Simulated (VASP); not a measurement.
OSZICAR of a VASP run on SiO2 (space group P4_2/mnm):

**OSZICAR**
```
       N       E                     dE             d eps       ncg     rms          rms(c)
DAV:   1    -0.258742593871E+03   -0.25874E+03   -0.15523E+04   360   0.123E+03
DAV:   2    -0.443654758935E+03   -0.18491E+03   -0.17814E+03   468   0.293E+02
DAV:   3    -0.449989584655E+03   -0.63348E+01   -0.63111E+01   432   0.596E+01
DAV:   4    -0.450040467170E+03   -0.50883E-01   -0.50816E-01   424   0.606E+00
DAV:   5    -0.629703019625E+02    0.38707E+03   -0.35119E+00   396   0.167E+01    0.190E+01
DAV:   6    -0.569312440720E+02    0.60391E+01   -0.17198E+01   396   0.310E+01    0.108E+01
DAV:   7    -0.574411257819E+02   -0.50988E+00   -0.30081E+00   408   0.116E+01    0.505E+00
DAV:   8    -0.574240832572E+02    0.17043E-01   -0.49827E-02   424   0.200E+00    0.253E+00
DAV:   9    -0.574013021391E+02    0.22781E-01   -0.60331E-02   416   0.208E+00    0.121E+00
DAV:  10    -0.574008618708E+02    0.44027E-03   -0.81147E-03   412   0.779E-01    0.681E-01
DAV:  11    -0.574001580058E+02    0.70386E-03   -0.44013E-04   424   0.220E-01    0.401E-01
DAV:  12    -0.574000046966E+02    0.15331E-03   -0.39902E-04   416   0.166E-01    0.236E-01
DAV:  13    -0.574000200139E+02   -0.15317E-04   -0.91852E-05   416   0.919E-02    0.141E-01
DAV:  14    -0.574000406106E+02   -0.20597E-04   -0.26322E-05   416   0.578E-02    0.856E-02
DAV:  15    -0.574000548544E+02   -0.14244E-04   -0.11371E-05   420   0.387E-02    0.525E-02
DAV:  16    -0.574000629276E+02   -0.80732E-05   -0.44491E-06   400   0.238E-02    0.327E-02
DAV:  17    -0.574000669468E+02   -0.40192E-05   -0.17790E-06   268   0.151E-02    0.206E-02
DAV:  18    -0.574000688905E+02   -0.19437E-05   -0.90309E-07   232   0.111E-02    0.132E-02
DAV:  19    -0.574000697867E+02   -0.89625E-06   -0.32544E-07   236   0.654E-03
   1 F= -.57400070E+02 E0= -.57400070E+02  d E =-.442264E-70
```

Task: Which electronic solver shows in the log?

Result: It is blocked Davidson (ALGO = Normal, or the opening steps of other solvers). The INCAR had ALGO = Normal.

Task: Can the final energy be trusted as converged?

Result: The calculation finished and met its thresholds. It stopped with EDIFF = 1E-6, NELM = 100 (HSE06 screened hybrid, plane waves, VASP's PBE PAW potentials (set 64)).

The structure comes from a computed database's SiO2 entry; how it stands against other phases isn't given here. The cell was not relaxed at this level. The run is one of a series of settings (KPOINTS 4×4×6 Γ-centred mesh shifted by (0.5, 0.5, 0.5) against the base run), some of them coarse on purpose.
